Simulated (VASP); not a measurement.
```
BaHfO3
1.0
    4.15901     0.00000     0.00000
    0.00000     4.15901     0.00000
    0.00000     0.00000     4.15901
Ba Hf O
1 1 3
Direct
  0.00000   0.00000   0.00000
  0.50000   0.50000   0.50000
  0.50000   0.00000   0.50000
  0.00000   0.50000   0.50000
  0.50000   0.50000   0.00000
```

These are PBE GGA, VASP's PBE PAW potentials (set 64) (plane waves; VASP 6.6.1) values and carry that method's errors. Numerical set-up: 520 eV cut-off, 5×5×5 Γ-centred mesh, Gaussian smearing of 0.050 eV, potentials Ba_sv Hf_pv O.

Problem. Give the stress tensor in GPa (positive for a compressed cell).

Solution. 
```
5.15  0.00  0.00
0.00  5.15  0.00
0.00  0.00  5.15
```
The pressure is its mean diagonal, 5.15 GPa.

The compound is BaHfO3 in the cubic perovskite structure. This cell is one point of a volume scan, at 0.97 of the reference volume.
